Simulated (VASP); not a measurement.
**Y3F: band structure with revPBE**

Crystal: Y3F.

```
Y F
1.0
     6.26665    0.00000    0.00000
    -3.13333    5.42708    0.00000
     0.00000    0.00000    3.36199
Y F
3 1
Direct
  0.50000 0.00000 0.00000
  0.00000 0.50000 0.00000
  0.50000 0.50000 0.00000
  0.00000 0.00000 0.00000
```

The cell was built by a generator and needn't be a form met in nature.

| Item | Value |
| --- | --- |
| Program | VASP 6.6.1 |
| Task | band structure |
| Functional | revPBE |
| Potentials or basis | VASP PAW PBE potentials, release 64 (Y_sv, F) |
| Cutoff | 520 eV |
| k mesh | 4 × 4 × 6 |
| Occupations | fermi-dirac, width 0.05 eV |
| Spin | no spin polarisation |
| Further INCAR settings | ALGO = Fast; EDIFF = 1e-06 |

```yaml
Pressure: 0.9 GPa
Band_gap_along_the_path: none (metal or under the smearing width)
```

Stress tensor (GPa, compression positive):
```
1.09 0.00 0.00
0.00 1.09 0.00
0.00 0.00 0.52
```

Levels at the corners of the path, in eV from the Fermi level:
```tsv
point	band 18	band 19	band 20	band 21	band 22	band 23
Γ	-1.22	-1.06	-1.06	0.05	0.29	0.29
M	-1.89	-0.38	-0.32	0.22	0.61	0.96
M	-1.89	-0.38	-0.32	0.22	0.61	0.96
K	-2.21	-0.64	0.17	0.17	0.17	1.32
K	-2.21	-0.64	0.17	0.17	0.17	1.32
Γ	-1.22	-1.06	-1.06	0.05	0.29	0.29
Γ	-1.22	-1.06	-1.06	0.05	0.29	0.29
A	-1.95	-0.65	-0.65	-0.04	-0.04	0.47
A	-1.95	-0.65	-0.65	-0.04	-0.04	0.47
L	-0.73	-0.70	-0.27	0.22	1.00	1.13
L	-0.73	-0.70	-0.27	0.22	1.00	1.13
H	-1.13	-0.31	0.25	0.25	0.73	0.73
H	-1.13	-0.31	0.25	0.25	0.73	0.73
A	-1.95	-0.65	-0.65	-0.04	-0.04	0.47
L	-0.73	-0.70	-0.27	0.22	1.00	1.13
M	-1.89	-0.38	-0.32	0.22	0.61	0.96
K	-2.21	-0.64	0.17	0.17	0.17	1.32
H	-1.13	-0.31	0.25	0.25	0.73	0.73
```

Run time: 100 s on 1 thread of Intel(R) Xeon(R) 6975P-C (Granite Rapids) (shared host), peak memory 0.27 GiB.

Caveat: the PAW data sets were made with another functional, which shifts forces and pressure a little.
